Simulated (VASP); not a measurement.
Level of theory: PBE GGA, VASP's PBE PAW potentials (set 64) (plane waves; VASP 6.6.1).

VASP ran on this input.

**KPOINTS**
```
Automatic mesh
0
Gamma
6 6 4
0 0 0
```

**INCAR**
```
SYSTEM = PbO
PREC = Accurate
ENCUT = 600
EDIFF = 1E-7
NELM = 100
ALGO = Normal
LREAL = .FALSE.
LASPH = .TRUE.
ISMEAR = 0
SIGMA = 0.05
GGA = PE
LMAXMIX = 4
LWAVE = .FALSE.
LCHARG = .FALSE.
ISIF = 3
IBRION = 2
NSW = 40
EDIFFG = -0.01
PSTRESS = 50
```

### POSCAR
```
PbO
1
    4.0566560701     0.0000000000     0.0000000000
    0.0000000000     4.0566560701    -0.0000000000
    0.0000000000    -0.0000000000     5.4520768857
Pb O
2 2
Direct
  0.5000000000   0.0000000000   0.7814729658
  1.0000000000   0.5000000000   0.2185270342
  0.5000000000   0.5000000000   1.0000000000
  1.0000000000   0.0000000000   1.0000000000
```

POTCAR, in this order: Pb_d O (PBE.64 set). Program: vasp_std.

Problem. What will the output report for the number of irreducible k-points (NKPTS), number of bands (NBANDS), largest plane-wave count, number of space-group operations, FFT grid (NGX, NGY, NGZ)?

Solution. 
The number of irreducible k-points (NKPTS) is 30, the number of bands (NBANDS) is 24 and the largest plane-wave count comes out as 3024. The number of space-group operations comes out as 16. The FFT grid (NGX, NGY, NGZ) is 32 × 32 × 48.

The compound is PbO in the litharge structure. This run relaxes it under an external pressure of 5 GPa. Symmetry was kept, so distortions that lower it aren't found.
